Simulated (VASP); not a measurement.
Calculation: r2SCAN meta-GGA, VASP's PBE PAW potentials (set 64) (plane waves; VASP).

Input for VASP

### KPOINTS
```
K-points
0
Gamma
 14 14 8
```

### INCAR
```
ALGO = Normal
EDIFF = 1E-6
EDIFFG = -0.01
ENCUT = 400
IBRION = 2
ISIF = 3
ISMEAR = 1
LASPH = .TRUE.
LCHARG = .FALSE.
LMAXMIX = 6
LMIXTAU = .TRUE.
LREAL = .FALSE.
LWAVE = .FALSE.
METAGGA = R2SCAN
NELM = 100
NSW = 60
PREC = Accurate
SIGMA = 0.1
SYSTEM = Ir
```

### POSCAR
```
Ir
1
    2.7513800000     0.0000000000     0.0000000000
   -1.3756900000     2.3827650000     0.0000000000
    0.0000000000     0.0000000000     4.4622900000
Ir
2
Direct
  0.6666670000   0.3333330000   0.7500000000
  0.3333330000   0.6666670000   0.2500000000
```

POTCAR, in this order: Ir (PBE.64 set). Program: vasp_std.

The run wrote:

OSZICAR:
```
       N       E                     dE             d eps       ncg     rms          rms(c)
DAV:   1     0.430170053993E+02    0.43017E+02   -0.76559E+03  3120   0.117E+03
DAV:   2    -0.104019677634E+03   -0.14704E+03   -0.13618E+03  3205   0.349E+02
DAV:   3    -0.109260388171E+03   -0.52407E+01   -0.49448E+01  3906   0.726E+01
DAV:   4    -0.109334262741E+03   -0.73875E-01   -0.73727E-01  3343   0.807E+00
DAV:   5    -0.109335998249E+03   -0.17355E-02   -0.17354E-02  3812   0.122E+00    0.209E+01
DAV:   6    -0.104566934931E+03    0.47691E+01   -0.28341E+00  3395   0.234E+01    0.860E+00
DAV:   7    -0.104030746195E+03    0.53619E+00   -0.10042E+00  3696   0.113E+01    0.188E+00
DAV:   8    -0.105087681719E+03   -0.10569E+01   -0.89134E-01  3630   0.111E+01    0.208E+00
DAV:   9    -0.104483963787E+03    0.60372E+00   -0.24398E-01  3490   0.654E+00    0.178E-01
DAV:  10    -0.104538068556E+03   -0.54105E-01   -0.18090E-02  3155   0.146E+00    0.398E-01
DAV:  11    -0.104538678312E+03   -0.60976E-03   -0.20904E-03  3730   0.444E-01    0.298E-01
DAV:  12    -0.104539044091E+03   -0.36578E-03   -0.82968E-04  3385   0.282E-01    0.223E-01
DAV:  13    -0.104538678784E+03    0.36531E-03   -0.45382E-03  3650   0.997E-01    0.214E-01
DAV:  14    -0.104538831199E+03   -0.15242E-03   -0.19912E-04  3330   0.122E-01    0.157E-01
DAV:  15    -0.104538886814E+03   -0.55615E-04   -0.70753E-05  3700   0.108E-01    0.916E-02
DAV:  16    -0.104538836532E+03    0.50282E-04   -0.17142E-05  3630   0.550E-02    0.522E-02
DAV:  17    -0.104538860161E+03   -0.23629E-04   -0.14206E-05  3338   0.447E-02    0.258E-02
DAV:  18    -0.104538855842E+03    0.43188E-05   -0.80795E-06  3250   0.405E-02    0.746E-03
DAV:  19    -0.104538857719E+03   -0.18776E-05   -0.19068E-06  1655   0.192E-02    0.207E-03
DAV:  20    -0.104538856933E+03    0.78665E-06   -0.18605E-07  1625   0.670E-03
   1 F= -.10453886E+03 E0= -.10453868E+03  d E =-.104539E+03
       N       E                     dE             d eps       ncg     rms          rms(c)
DAV:   1    -0.105009884505E+03   -0.47103E+00   -0.25687E+01  3190   0.769E+01    0.968E+00
DAV:   2    -0.104434128050E+03    0.57576E+00   -0.99735E-01  3525   0.138E+01    0.244E+00
DAV:   3    -0.104374591118E+03    0.59537E-01   -0.18678E-01  3758   0.602E+00    0.749E-01
DAV:   4    -0.104374948441E+03   -0.35732E-03   -0.55709E-03  4178   0.768E-01    0.418E-01
DAV:   5    -0.104372479087E+03    0.24694E-02   -0.22001E-03  3225   0.564E-01    0.131E-01
DAV:   6    -0.104375049392E+03   -0.25703E-02   -0.16904E-03  3275   0.468E-01    0.248E-02
DAV:   7    -0.104375475180E+03   -0.42579E-03   -0.16532E-04  3200   0.149E-01    0.272E-02
DAV:   8    -0.104375513424E+03   -0.38244E-04   -0.47173E-05  3695   0.749E-02    0.848E-03
DAV:   9    -0.104375505788E+03    0.76368E-05   -0.61605E-06  3250   0.304E-02    0.886E-04
DAV:  10    -0.104375514176E+03   -0.83884E-05   -0.19577E-07  1610   0.668E-03    0.158E-03
DAV:  11    -0.104375509924E+03    0.42522E-05   -0.13189E-07  1590   0.579E-03    0.377E-04
DAV:  12    -0.104375510582E+03   -0.65801E-06   -0.12245E-08  1595   0.172E-03
   2 F= -.10437551E+03 E0= -.10437525E+03  d E =0.163346E+00
       N       E                     dE             d eps       ncg     rms          rms(c)
DAV:   1    -0.104953920158E+03   -0.57841E+00   -0.16262E+01  3190   0.612E+01    0.544E+00
DAV:   2    -0.104577442969E+03    0.37648E+00   -0.79040E-01  3600   0.120E+01    0.266E+00
DAV:   3    -0.104548178001E+03    0.29265E-01   -0.97896E-02  3769   0.417E+00    0.133E+00
DAV:   4    -0.104538189584E+03    0.99884E-02   -0.17988E-02  3811   0.132E+00    0.350E-01
DAV:   5    -0.104549219211E+03   -0.11030E-01   -0.80219E-03  3590   0.108E+00    0.132E-01
DAV:   6    -0.104549995822E+03   -0.77661E-03   -0.34949E-04  3245   0.208E-01    0.349E-02
DAV:   7    -0.104549859534E+03    0.13629E-03   -0.11763E-04  3130   0.126E-01    0.953E-03
DAV:   8    -0.104550033740E+03   -0.17421E-03   -0.15453E-04  3200   0.140E-01    0.447E-03
DAV:   9    -0.104550050936E+03   -0.17197E-04   -0.12901E-06  2933   0.120E-02    0.147E-03
DAV:  10    -0.104550048285E+03    0.26517E-05   -0.14154E-07  1595   0.480E-03    0.137E-03
DAV:  11    -0.104550048695E+03   -0.41014E-06   -0.50417E-08  1575   0.272E-03
   3 F= -.10455005E+03 E0= -.10454986E+03  d E =-.111918E-01
       N       E                     dE             d eps       ncg     rms          rms(c)
DAV:   1    -0.104550079286E+03   -0.31002E-04   -0.67098E-04  3170   0.391E-01    0.376E-02
DAV:   2    -0.104550064566E+03    0.14721E-04   -0.31403E-05  3535   0.760E-02    0.132E-02
DAV:   3    -0.104550062293E+03    0.22725E-05   -0.47152E-06  3170   0.293E-02    0.614E-03
DAV:   4    -0.104550066080E+03   -0.37867E-05   -0.71538E-07  1575   0.885E-03    0.342E-03
DAV:   5    -0.104550063217E+03    0.28631E-05   -0.39376E-07  1565   0.992E-03    0.846E-04
DAV:   6    -0.104550063543E+03   -0.32622E-06   -0.34264E-08  1575   0.209E-03
   4 F= -.10455006E+03 E0= -.10454987E+03  d E =-.112066E-01
```

File OUTCAR:
```
------------------------ aborting loop because EDIFF is reached ----------------------------------------
  FORCE on cell =-STRESS in cart. coord.  units (eV):
  Direction    XX          YY          ZZ          XY          YZ          ZX
  --------------------------------------------------------------------------------------
  Total       -0.0080588     -0.0080588      0.0039292     -0.0000000      0.0000000      0.0000000
  in kB       -0.4495249     -0.4495249      0.2191729     -0.0000000      0.0000000      0.0000000
  external PRESSURE =      -0.2266256 kB  Pullay stress =       0.0000000 kB
  volume of cell :       28.72
      direct lattice vectors                 reciprocal lattice vectors
     2.734750444  0.000000000  0.000000000     0.365664078  0.211116252  0.000000000
    -1.367375222  2.368363382 -0.000000000     0.000000000  0.422232504  0.000000000
     0.000000000 -0.000000000  4.434695936     0.000000000  0.000000000  0.225494603
 POSITION                                       TOTAL-FORCE (eV/Angst)
 -----------------------------------------------------------------------------------
      1.36738      0.78945      3.32602         0.000000     -0.000000      0.000000
     -0.00000      1.57891      1.10867        -0.000000      0.000000      0.000000
 -----------------------------------------------------------------------------------
    total drift:                               -0.000026      0.000022     -0.000023
  FREE ENERGIE OF THE ION-ELECTRON SYSTEM (eV)
  ---------------------------------------------------
  free  energy   TOTEN  =      -104.5500635432 eV

  energy  without entropy=     -104.5494829977  energy(sigma->0) =     -104.54987003

 reached required accuracy - stopping structural energy minimisation
```
(Selected blocks of OUTCAR.)

**CONTCAR**
```
Ir
   1.00000000000000
     2.7347504443112198    0.0000000000000000    0.0000000000000000
    -1.3673752221556099    2.3683633818749832   -0.0000000000000000
     0.0000000000000000   -0.0000000000000000    4.4346959363012735
  Ir
     2
Direct
     0.6666669999999968    0.3333330000000032    0.7500000000000000
     0.3333330000000032    0.6666669999999968    0.2500000000000000
```

The structure comes from a computed database's Ir entry (P6_3/mmc); how it stands against other phases isn't given here. This run relaxes it. Symmetry was kept, so distortions that lower it aren't found.
